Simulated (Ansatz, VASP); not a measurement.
# NbSi: VASP beside Ansatz, part 2 of 2

Aim: how closely do two programs agree when they are given the same cell, functional and k mesh? The cell is invented: As first built, before any earlier steps moved the atoms (in the runner's words): it takes the TaC structure with all of its atoms replaced by other elements, volume scaled by an estimate. It may not be a known or stable phase. The cell is taken from a series of VASP runs on this material, whose earlier steps may have relaxed, scaled or displaced it; both programs get it as it stands.

VASP 6.6.1 and Ansatz 0.2.0.

So far. Step 2 (VASP: band structure, PBE): The run ends at a pressure of 0.25 GPa.

## Step 6: VASP: band structure, LDA

Level of this step: LDA; plane waves and PAW (Nb_sv, Si); invented cell (VASP).

The same cell, functional (in two slightly different forms), mesh and smearing now go to VASP, with its own data sets and cutoff.

Contents of INCAR:

```
SYSTEM = NbSi
PREC = Accurate
ENCUT = 400
EDIFF = 1E-06
NELM = 100
ISMEAR = 0
SIGMA = 0.02
LREAL = .FALSE.
ALGO = Normal
GGA = CA
LORBIT = 11
LWAVE = .FALSE.
LCHARG = .FALSE.
KPAR = 4
```

Contents of POSCAR:

```
NbSi
1.0
    0.0000000000      2.5712175395      2.5712175395
    2.5712175395      0.0000000000      2.5712175395
    2.5712175395      2.5712175395      0.0000000000
Nb Si
1 1
Direct
    0.0000000000      0.0000000000      0.0000000000
    0.5000000000      0.5000000000      0.5000000000
```

Contents of KPOINTS:

```
Automatic mesh
0
Gamma
5 5 5
0 0 0
```

Contents of KPOINTS_OPT:

```
Line mode
16
Line-mode
Reciprocal
  0.00000000   0.00000000   0.00000000 GAMMA
  0.50000000   0.00000000   0.50000000 X

  0.50000000   0.00000000   0.50000000 X
  0.50000000   0.25000000   0.75000000 W

  0.50000000   0.25000000   0.75000000 W
  0.37500000   0.37500000   0.75000000 K

  0.37500000   0.37500000   0.75000000 K
  0.00000000   0.00000000   0.00000000 GAMMA

  0.00000000   0.00000000   0.00000000 GAMMA
  0.50000000   0.50000000   0.50000000 L

  0.50000000   0.50000000   0.50000000 L
  0.62500000   0.25000000   0.62500000 U

  0.62500000   0.25000000   0.62500000 U
  0.50000000   0.25000000   0.75000000 W

  0.50000000   0.25000000   0.75000000 W
  0.50000000   0.50000000   0.50000000 L

  0.50000000   0.50000000   0.50000000 L
  0.37500000   0.37500000   0.75000000 K

  0.62500000   0.25000000   0.62500000 U
  0.50000000   0.00000000   0.50000000 X
```

PAW data sets: Nb_sv and Si (PBE family, release 64).

The run is started by

```bash
$ mpirun -np 4 vasp_std
```

Numbers of over 12 decimals in the logs are rounded to 6 here.

What it wrote:

```text
[banner, memory and clock lines left out]
running    4 mpi-ranks, on    1 nodes
[...]
|                                                                             |
|               ----> ADVICE to this user running VASP <----                  |
|                                                                             |
|     You enforced a specific xc type in the INCAR file but a different       |
|     [... a line on the potential file left out ...]
|     I HOPE YOU KNOW WHAT YOU ARE DOING!                                     |
|                                                                             |

 LDA part: xc-table for (Slater(with rela. corr.)+CA(PZ))
 , standard interpolation
 POSCAR, INCAR and KPOINTS ok, starting setup
[...]
entering main loop
       N       E                     dE             d eps       ncg     rms          rms(c)
DAV:   1     0.976234843943E+02    0.97623E+02   -0.79007E+03   240   0.111E+03
DAV:   2    -0.134078392883E+02   -0.11103E+03   -0.10729E+03   280   0.377E+02
[...]
1 F= -.17686781E+02 E0= -.17686361E+02  d E =-.839738E-03
 Start KPOINTS_OPT (optional k-point list driver)
k-point batch [1-10\160]
       N       E                     dE             ncg
DAV:   1    -0.367221985732E+03   -0.19831E+04      240
DAV:   2    -0.156252353282E+04   -0.11953E+04      304
DAV:   3    -0.161622098885E+04   -0.53697E+02      376
DAV:   4    -0.161873189742E+04   -0.25109E+01      360
DAV:   5    -0.161879815609E+04   -0.66259E-01      364
DAV:   6    -0.161880246484E+04   -0.43088E-02      380
DAV:   7    -0.161880252150E+04   -0.56658E-04      288
DAV:   8    -0.161880253098E+04   -0.94785E-05      240
DAV:   9    -0.161880253107E+04   -0.87656E-07      216
[...]
k-point batch [151-160\160]
       N       E                     dE             ncg
DAV:   1    -0.529481244688E+03   -0.62477E+04      248
DAV:   2    -0.158133213656E+04   -0.10519E+04      308
DAV:   3    -0.162066722622E+04   -0.39335E+02      348
DAV:   4    -0.162318988305E+04   -0.25227E+01      372
DAV:   5    -0.162328713584E+04   -0.97253E-01      364
DAV:   6    -0.162329061456E+04   -0.34787E-02      376
DAV:   7    -0.162329069546E+04   -0.80900E-04      352
DAV:   8    -0.162329070234E+04   -0.68792E-05      296
DAV:   9    -0.162329070280E+04   -0.45603E-06      204
```

From OUTCAR (step 6):

```text
  Total       -1.3440343     -1.3440343     -1.3440343      0.0000000     -0.0000000      0.0000000
  in kB      -63.3394786    -63.3394786    -63.3394786      0.0000000     -0.0000000      0.0000000
  external PRESSURE =     -63.3394786 kB  Pullay stress =       0.0000000 kB

 POSITION                                       TOTAL-FORCE (eV/Angst)
 -----------------------------------------------------------------------------------
      0.00000      0.00000      0.00000        -0.000000      0.000000     -0.000000
      2.57122      2.57122      2.57122         0.000000     -0.000000      0.000000
 -----------------------------------------------------------------------------------
    total drift:                                0.000000     -0.000000     -0.000000

  FREE ENERGIE OF THE ION-ELECTRON SYSTEM (eV)
  ---------------------------------------------------
  free  energy   TOTEN  =       -17.6867809178 eV

  energy  without entropy=      -17.6859411798  energy(sigma->0) =      -17.68636105

[... 2 parts as in an earlier step ...]

[... 1 further part left out ...]
[key lines of the parts left out:]
E-fermi :   9.8289
```

At this level the cell is under a tension of 6.3 GPa, so at these settings it is away from equilibrium.

## Step 7: Comparison

What differs besides the data sets and the points named for the pairs above, as far as they apply: the two LDA forms differ slightly; Ansatz makes its cores anew for this functional, VASP keeps those of its PBE data sets; VASP's log shows a relativistic correction to its local exchange, Ansatz's none. Total energies have different zeros and are not compared.

Both answers:

```
      quantity  Ansatz   VASP  difference
pressure (GPa)   -6.59  -6.33       -0.26
```

Levels from 3 eV below to 2 eV above the Fermi level differ by 5 meV r.m.s. and 13 meV at most; each VASP level is matched to the nearest of Ansatz, which flatters the figure a little.

## Step 8: Ansatz: band structure, PBE, spin-orbit coupling

A single point gives forces, pressure and levels at one fixed geometry, so differences don't come from the geometry; what else differs is listed under the comparison.

The cell is taken from a series of VASP runs on this material, whose earlier steps may have relaxed, scaled or displaced it; both programs get it as it stands.

Contents of input.yaml:

```yaml
crystal:
  lattice:
    - [0.0, 2.5712175395, 2.5712175395]
    - [2.5712175395, 0.0, 2.5712175395]
    - [2.5712175395, 2.5712175395, 0.0]
  atoms:
    - { symbol: Nb, position: [0.0, 0.0, 0.0] }
    - { symbol: Si, position: [0.5, 0.5, 0.5] }
hamiltonian:
  xc: pbe
  pseudopotentials: { kind: paw_fr }
magnetization:
  noncollinear: true
  spin_orbit: true
kpoints:
  mp_grid: { grid: [7, 7, 7] }
  band_path:
    path:
      - [0.0, 0.0, 0.0]
      - [0.16667, 0.0, 0.16667]
      - [0.33333, 0.0, 0.33333]
      - [0.5, 0.0, 0.5]
      - [0.5, 0.08333, 0.58333]
      - [0.5, 0.18333, 0.68333]
      - [0.5, 0.25, 0.75]
      - [0.45, 0.3, 0.75]
      - [0.40833, 0.34167, 0.75]
      - [0.35, 0.35, 0.7]
      - [0.225, 0.225, 0.45]
      - [0.075, 0.075, 0.15]
      - [0.03333, 0.03333, 0.03333]
      - [0.23333, 0.23333, 0.23333]
      - [0.4, 0.4, 0.4]
      - [0.51667, 0.46667, 0.51667]
      - [0.55833, 0.38333, 0.55833]
      - [0.60833, 0.28333, 0.60833]
      - [0.60833, 0.25, 0.64167]
      - [0.55833, 0.25, 0.69167]
      - [0.51667, 0.25, 0.73333]
      - [0.5, 0.3, 0.7]
      - [0.5, 0.38333, 0.61667]
      - [0.5, 0.48333, 0.51667]
      - [0.475, 0.475, 0.55]
      - [0.425, 0.425, 0.65]
      - [0.38333, 0.38333, 0.73333]
      - [0.59167, 0.18333, 0.59167]
      - [0.55, 0.1, 0.55]
      - [0.5, 0.0, 0.5]
    npoints: 1
scf:
  occupations: { method: gaussian, width: 0.02 }
  n_extra_bands: 14
output:
  forces: true
  stress: true
  eigenvalues: true
```

The run is started by

```bash
$ ansatz run input.yaml --threads 2 --pin off --max-ram 4608MiB --backend cpu --events-out ev --progress --plain --runs-dir out
```

What it wrote:

```text
[...]
non-collinear run that drives no moment, with spin-orbit: no starting moment large enough to seed its density (crystal.atoms[].spin), no starting occupations that ask for one, no magnetisation constraint and no magnetic field, so the semilocal B_xc is pinned to zero
Crystal: 2 atoms, lattice volume = 33.997 Å³
[...]
k-point 1: bands = [... 13 lower, 12.3802, 12.4507, 12.4507, 13.2049, 13.2049, 13.2469, 13.2469, 16.0945, ... 10 higher]
  k-point 2: bands = [... 13 lower, 11.4231, 11.4598, 11.4598, 14.0805, 14.0805, 14.1071, 14.1071, 15.8791, ... 10 higher]
  k-point 19: bands = [... 13 lower, 10.4684, 11.3189, 11.3189, 14.8352, 14.8352, 15.4197, 15.4197, 16.4308, ... 10 higher]
[key lines of the parts left out:]
SCF converged after 8 iterations
Magnetization: |M| = 0.0000 μB,  M = (+0.0000, +0.0000, +0.0000) μB
Free energy (F): -5189.537033 eV
Fermi energy:    14.122315 eV
P = ⅓ Tr σ = 0.6658 GPa (6.658 kbar)
```

Elapsed: 8.5 s, on 2 threads of Arm Neoverse N1, shared host; peak memory 0.38 GiB.

## Step 9: VASP: band structure, PBE, spin-orbit coupling

The same cell, functional, mesh and smearing now go to VASP, with its own data sets and cutoff.

Edit INCAR of step 6 so:

```diff
@@ -9,3 +9,10 @@
 ALGO = Normal
-GGA = CA
+GGA = PE
+LNONCOLLINEAR = .TRUE.
+MAGMOM = 0 0 0 0 0 0
+NBANDS = 28
+GGA_COMPAT = .FALSE.
+LASPH = .TRUE.
+LSORBIT = .TRUE.
+LMAXMIX = 4
 LORBIT = 11
```

POSCAR is that of step 6.

Contents of KPOINTS:

```
Automatic mesh
0
Gamma
7 7 7
0 0 0
```

KPOINTS_OPT is that of step 6.

The run is started by

```bash
$ mpirun -np 4 vasp_ncl
```

What it wrote:

```text
[... set-up lines as in an earlier step ...]
 entering main loop
       N       E                     dE             d eps       ncg     rms          rms(c)
DAV:   1     0.123905223863E+03    0.12391E+03   -0.75239E+03  1128   0.978E+02
DAV:   2    -0.910094041603E+01   -0.13301E+03   -0.12807E+03  1456   0.363E+02
DAV:   3    -0.170975651901E+02   -0.79966E+01   -0.78579E+01  2084   0.665E+01
DAV:   4    -0.174296356605E+02   -0.33207E+00   -0.32940E+00  1552   0.113E+01
[...]
DAV:  10    -0.161677901377E+02   -0.22481E-04   -0.12161E-04  1656   0.999E-02    0.103E-01
DAV:  11    -0.161677982704E+02   -0.81326E-05   -0.71988E-05  1280   0.978E-02    0.805E-03
DAV:  12    -0.161677990584E+02   -0.78797E-06   -0.53801E-06  1808   0.198E-02
   1 F= -.16167799E+02 E0= -.16167662E+02  d E =-.273932E-03  mag=     0.0000    -0.0000     0.0000
 Start KPOINTS_OPT (optional k-point list driver)
k-point batch [1-20\160]
       N       E                     dE             ncg
DAV:   1    -0.147863047003E+03   -0.64897E+04     1128
DAV:   2    -0.292957368050E+04   -0.27817E+04     1432
DAV:   3    -0.310078771532E+04   -0.17121E+03     1964
DAV:   4    -0.310675750137E+04   -0.59698E+01     1496
DAV:   5    -0.310695581494E+04   -0.19831E+00     1712
DAV:   6    -0.310695770036E+04   -0.18854E-02     1408
DAV:   7    -0.310695777957E+04   -0.79209E-04     1692
DAV:   8    -0.310695778105E+04   -0.14788E-05     1168
DAV:   9    -0.310695778115E+04   -0.96291E-07      808
[...]
k-point batch [141-160\160]
       N       E                     dE             ncg
DAV:   1    -0.409878770420E+03   -0.12086E+05     1160
DAV:   2    -0.299446135350E+04   -0.25846E+04     1524
DAV:   3    -0.313588983147E+04   -0.14143E+03     1816
DAV:   4    -0.314402406270E+04   -0.81342E+01     1744
DAV:   5    -0.314415035815E+04   -0.12630E+00     1608
DAV:   6    -0.314415263073E+04   -0.22726E-02     1512
DAV:   7    -0.314415270602E+04   -0.75293E-04     1636
DAV:   8    -0.314415270820E+04   -0.21765E-05     1184
DAV:   9    -0.314415270831E+04   -0.11632E-06      864
```

Parts of OUTCAR (step 9):

```text
  Total        0.0421204      0.0421204      0.0421204      0.0000000     -0.0000000     -0.0000000
  in kB        1.9849808      1.9849808      1.9849808      0.0000000     -0.0000000     -0.0000000
  external PRESSURE =       1.9849808 kB  Pullay stress =       0.0000000 kB

 POSITION                                       TOTAL-FORCE (eV/Angst)
 -----------------------------------------------------------------------------------
      0.00000      0.00000      0.00000        -0.000000      0.000000      0.000000
      2.57122      2.57122      2.57122         0.000000     -0.000000     -0.000000
 -----------------------------------------------------------------------------------
    total drift:                                0.000000     -0.000000     -0.000000

  FREE ENERGIE OF THE ION-ELECTRON SYSTEM (eV)
  ---------------------------------------------------
  free  energy   TOTEN  =       -16.1677990584 eV

  energy  without entropy=      -16.1675251264  energy(sigma->0) =      -16.16766209

 magnetization (x)
# of ion       s       p       d       tot
------------------------------------------
    1       -0.000  -0.000   0.000  -0.000
    2        0.000   0.000   0.000   0.000
--------------------------------------------------
tot         -0.000  -0.000   0.000  -0.000

 magnetization (y)
# of ion       s       p       d       tot
------------------------------------------
    1       -0.000   0.000   0.000  -0.000
    2        0.000  -0.000   0.000  -0.000
--------------------------------------------------
tot         -0.000  -0.000   0.000  -0.000

 magnetization (z)
# of ion       s       p       d       tot
------------------------------------------
    1       -0.000  -0.000   0.000  -0.000
    2        0.000   0.000   0.000   0.000
--------------------------------------------------
tot         -0.000  -0.000   0.000  -0.000

[... 1 part as in an earlier step ...]

[... 2 further parts left out ...]
[key lines of the parts left out:]
E-fermi :  10.4077
```

The run ends at a pressure of 0.20 GPa.

## Step 10: Differences

What differs besides the data sets and the points named for the pairs above, as far as they apply: spin-orbit coupling enters by fully relativistic files in Ansatz and inside the spheres in VASP. Total energies have different zeros and are not compared.

Both answers:

```
      quantity  Ansatz  VASP  difference
pressure (GPa)    0.67  0.20       +0.47
```

Levels from 3 eV below to 2 eV above the Fermi level differ by 1 meV r.m.s. and 3 meV at most; each VASP level is matched to the nearest of Ansatz, which flatters the figure a little.

## Step 11: Summary of results

```
r.m.s. difference of levels near the Fermi level (band structure, PBE)                      : 1.3 meV
difference in pressure (band structure, PBE)                                                : 0.52 GPa
r.m.s. difference of levels near the Fermi level (band structure, LDA)                      : 4.8 meV
r.m.s. difference of levels near the Fermi level (band structure, PBE, spin-orbit coupling) : 1.2 meV
```

**Reading.** The difference in pressure is 0.52 GPa (band structure, PBE), within the 1 GPa picked in this series as the mark of a large difference. 2 further runs of this series are not shown here. Such differences can come from data sets, numerical settings and the points named under the comparisons, not from the functional's error against experiment.

[Lines on the potential files, build, host, timing and source positions are cut from VASP's logs without a mark.]

[Logs are printed without paths, hosts, clocks, repeated set-up lines and the standing remarks that a program may print on its own settings, such as how far it seeks lower states.]

[Hosts, paths, dates, database ids (printed as entryN), source tags and the programs' standing remarks are cut or masked in the printed files.]
